Lead telluride has the rock-salt structure and a small gap. Six LDA calculations of the same fixed crystal use different programs, atomic potentials and basis sets. In the table, the gap is the distance from the highest filled to the lowest empty level on the mesh of wave vectors, and the direct gap is the smallest such distance at a single wave vector.

Kohn–Sham DFT calculations of rock-salt PbTe in the LDA at a fixed geometry, without spin polarisation or spin–orbit coupling, on a 7×7×7 k mesh with Fermi–Dirac smearing of 0.05 eV. Both gaps are taken on this mesh. The basis column gives the plane-wave cutoff in eV, the dimensionless RKmax for exciting and Kmax in 1/bohr for FLEUR.

| program | potentials | basis | gap (eV) | direct gap (eV) |
| --- | --- | --- | --- | --- |
| GPAW | GPAW PAW data sets (gpaw data 1.2.1) | 600 eV | 0.920 | 0.920 |
| VASP | VASP PAW LDA potentials, recommended | 520 eV | 0.933 | 0.933 |
| Ansatz | JTH PAW LDA | 1800 eV | 0.937 | 0.937 |
| Ansatz | Ansatz PAW | 420 eV | 0.944 | 0.944 |
| exciting | all electron LAPW+lo, shipped species files | 9 RKmax | 0.945 | 0.945 |
| FLEUR | all electron | 4.1 Kmax | 0.946 | 0.946 |

**(a) Which differences between the rows call for an explanation, and does the treatment of the core account for them?**

**Solution.** The whole column spans 26 meV, about 3 % of the gap. Ansatz with its own PAW potentials, exciting and FLEUR lie within 2 meV of one another, and at ordinary working settings their order has no meaning. What is left to explain is why the other three rows lie lower, and GPAW lowest of all.

These three lower rows treat 20 electrons as valence and keep the Te 4d shell in the frozen core, while the upper three treat 30 or 42. In the limit where the Te 4d shell alone decided the gap, each group would share one value. The upper group nearly does, but the lower one spreads over 17 meV, slightly more than the 15 meV between the two group means. The frozen shell may therefore contribute, yet it doesn't explain GPAW's place.

The two Ansatz rows show where else to look. They come from one program and still differ by 7 meV, because their potentials, the treatment of Te 4d among them, and their cutoffs differ. The name of the program is thus too coarse a label, and the question becomes which energy levels a given set of potentials shifts.

**(b) GPAW, VASP and FLEUR also give levels at the zone centre, in eV:**

| program | filled p to empty p | s level below filled p |
|---|---|---|
| GPAW | 5.320 | 4.328 |
| VASP | 5.335 | 4.329 |
| FLEUR | 5.331 | 4.412 |

**Each step, from GPAW to VASP and from VASP to FLEUR, widens the gap by 13 meV. Do the two steps have the same origin?**

**Solution.** The band edges of PbTe are known to lie at the point L on the zone boundary, and the s level matters there in a way that it doesn't at the zone centre. At the centre, every cell carries the same phase. Seen from a Pb atom, the Pb 6s wave is then even under inversion and the Te 5p wave odd, so the two don't mix. At L the phase alternates from one layer of cells to the next, which makes a Te 5p wave even about Pb. It now mixes with Pb 6s, and the antibonding partner, pushed upwards, is the valence edge.

Two levels suffice to describe this push. Let $E_s$ and $E_p$ be the energies before mixing, $V$ the coupling and $E$ the valence edge:

$$(E-E_p)(E-E_s)=V^2 .$$

If $E_s$ moves by $\delta$ while $E_p$ and $V$ stay fixed, the edge moves by

$$\delta E = w\,\delta,\qquad w=\frac{E-E_p}{(E-E_p)+(E-E_s)} ,$$

where $w$ is the share of s character in the edge. Without coupling, $E=E_p$ and $w=0$, so the edge ignores the s level. If the two levels coincided, $w$ would be one half.

PbTe lies between these limits. The model takes the zone-centre levels as the unmixed ones, which is crude. At the centre the Te 5p and Pb 6p waves are both odd about Pb and push each other apart. At L their parities differ and this push is gone, so part of the rise of the valence edge may owe nothing to s. The valence edge lies about 1.2 eV above the filled p level and 5.6 eV above the s level, so $w\approx1.2/(1.2+5.6)\approx0.18$. A deeper s level pushes less, and the gap widens by 18 % of the deepening. To this is added any change in the distance between filled and empty p levels. The model carries it over unchanged from the centre to the edges, though the loss of p–p mixing at L makes this doubtful. The outputs don't print the character of the levels. The lowest empty one at the centre is taken to be Pb 6p and the s level to be Pb 6s, although Te 5s is even there too and mixes into it. At L, Te 5s is odd about Pb and pushes the Pb 6p conduction edge upwards instead, which the model leaves out.

For the step from VASP to FLEUR, the s level deepens by $4.412-4.329=0.083$ eV, which widens the gap by $0.18\times83\approx15$ meV. The p levels move together by 4 meV and take that much back. The model thus gives 11 meV, against 13 meV in the table. In the model, this step comes from the s level.

From GPAW to VASP the s level stays where it is to within 1 meV, while the p levels move apart by 15 meV. The model therefore gives 15 meV, again against 13 meV. Different levels thus move in the two nearly equal steps, and the model gives the steps different origins. It links GPAW's low gap to p levels that already lie closer together at the zone centre, where s plays no part. What in the potentials or basis sets shifts these levels remains untested.

The gaps themselves didn't enter the weight $w$, so both steps test the model, but the single edges fit less well than the gap. The printed levels count from the valence top, taken here to be that of the mesh. Measured from the filled p level, the valence edge should fall by 15 meV from VASP to FLEUR, and it falls by 24 meV. The conduction edge also falls further than the model says, by 7 meV. From GPAW to VASP the model leaves the valence edge in place and lifts the conduction edge by 15 meV, whereas the first falls by 9 meV and the second rises by only 4 meV. These errors are more than half as large as the steps themselves and mostly cancel in the gap, so the close match there may well be chance. That different levels move in the two steps is read from the outputs; that these shifts cause the steps is a conjecture, and the single edges speak against the simple form that the model gives it. The output below lists both steps and both edges.

**(c) Does agreement within 26 meV mean that the gap of PbTe is known to 26 meV?**

**Solution.** A comparison of programs reveals only errors that differ between them. In the limiting case of an error common to all runs, the column would look just as uniform and every value would be wrong by the same amount. The mesh of wave vectors comes close to this case. With seven divisions it contains the zone centre but steps over L, and its nearest point lies 6/7 of the way there. The gaps compared in (b) are therefore those of the mesh, not those at L itself.

The size of this error follows from how far the bands still have to run. Let both edges follow a cosine from the zone centre to L. At 6/7 of the way they have covered the fraction $(1-\cos(6\pi/7))/2\approx0.95$ of their course. Up to that point they have approached each other by about 4.4 eV, so roughly $4.4\times(1/0.95-1)\approx0.2$ eV remains. Real bands aren't exact cosines, and only the order of magnitude should be trusted.

Even so, the tabulated gaps probably exceed the gap at L by several times the spread between the programs. An even number of divisions, with the mesh still centred on the zone centre, would include L and remove this error.

Spin–orbit coupling is left out of all six runs as well. In PbTe it is known to lower the gap by some tenths of an eV, chiefly because it mixes the Pb 6p state at the conduction edge with higher Pb 6p states, which pushes the edge down. The agreement therefore shows that the six calculations solve nearly the same problem. They also share the LDA, whose own error in the gap no mesh removes. How close the result is to real PbTe has to be tested by changing the mesh, adding the coupling and going beyond the LDA, since a seventh program at these settings would repeat all these errors.

The analysis program printed:

```
Spread of the gap over all six runs (meV): 26
Spread as a share of the mean gap (percent): 2.773
Mean gap of the runs with 20 valence electrons (eV): 0.93
Mean gap of the runs with 30 or 42 valence electrons (eV): 0.945
Difference of these two means (meV): 15
Spread among the runs with 20 valence electrons (meV): 17
Spread among the runs with 30 or 42 valence electrons (meV): 2
Filled to empty p level at the zone centre, GPAW (eV): 5.32
Filled to empty p level at the zone centre, VASP (eV): 5.335
Filled to empty p level at the zone centre, FLEUR (eV): 5.331
Depth of the s level under the filled p level, GPAW (eV): 4.328
Depth of the s level under the filled p level, VASP (eV): 4.329
Depth of the s level under the filled p level, FLEUR (eV): 4.412
Weight of s in the valence edge, two-level model (fraction): 0.1798
VASP less GPAW, gap found (meV): 13
VASP less GPAW, part from the p-p separation (meV): 15
VASP less GPAW, part from the s level (meV): 0.1798
FLEUR less VASP, gap found (meV): 13
FLEUR less VASP, part from the p-p separation (meV): -4
FLEUR less VASP, part from the s level (meV): 14.92
VASP less GPAW, valence edge over the filled p level at the centre (meV): -9
VASP less GPAW, conduction edge over the same level (meV): 4
FLEUR less VASP, valence edge over the filled p level at the centre (meV): -24
FLEUR less VASP, conduction edge over the same level (meV): -11
Excess of the mesh gap over the gap at L, cosine bands, order of magnitude only (eV): 0.229
This excess over the spread of the six runs (ratio): 8.807
```
